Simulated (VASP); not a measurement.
The system is ZnO.

```
Zn O
1.0
     3.24940    0.00000    0.00000
    -1.62470    2.81406    0.00000
     0.00000    0.00000    5.20380
Zn O
2 2
Cartesian
  0.0000 1.8760 0.0000
  1.6247 0.9380 2.6019
  0.0000 1.8760 1.9884
  1.6247 0.9380 4.5903
```

The cell was built by a generator and isn't the measured one.

Base run:

```yaml
Program: VASP 6.6.1
Functional: TB-mBJ
Potentials_or_basis: VASP PAW PBE potentials, release 64 (Zn, O)
Cutoff: 520 eV
k_mesh: 8 × 8 × 5
Occupations: fermi-dirac, width 0.05 eV
Spin: no spin polarisation
```

Its results: band gap on the k mesh 2.57 eV, direct.

Task: After a change of settings the same cell gave: band gap on the k mesh 1.23 eV, direct. Which change was it?
A. functional from TB-mBJ to PBE0
B. functional from TB-mBJ to HSE06
C. functional from TB-mBJ to r2SCAN

Result: C.
